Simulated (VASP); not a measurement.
O2C, in a box:

```
O C
1.0
    12.15543    0.00000    0.00000
     0.00000   12.65543    0.00000
     0.00000    0.00000   13.15543
O C
2 1
Cartesian
  5.9109 7.1491 5.7500
  6.2542 5.5617 7.4534
  6.0826 6.3554 6.6017
```

Base run:

```yaml
Program: VASP 6.6.1
Functional: RPBE
Potentials_or_basis: VASP PAW PBE potentials, release 64 (O, C)
Cutoff: 400 eV
k_mesh: 1 × 1 × 1
Occupations: gaussian, width 0.01 eV
Spin: no spin polarisation
```

Its results: gap between the frontier levels 7.92 eV; largest force 0.436 eV/Å.

After a change of settings the same cell gave: gap between the frontier levels 7.86 eV; largest force 0.094 eV/Å. Which change was it?
A. functional from RPBE to r2SCAN; dispersion from none to rVV10
B. functional from RPBE to PBEsol
C. functional from RPBE to LDA; potentials or basis from VASP PAW PBE potentials, release 64 (O, C) to VASP PAW LDA potentials, release 64 (O, C)
D. functional from RPBE to optB86b-vdW

D.

Caveats: the standard files for N, O and F lose accuracy on very short bonds; the PAW data sets were made with another functional, which shifts forces and pressure a little.

Runs at the PBE level aren't shown here.
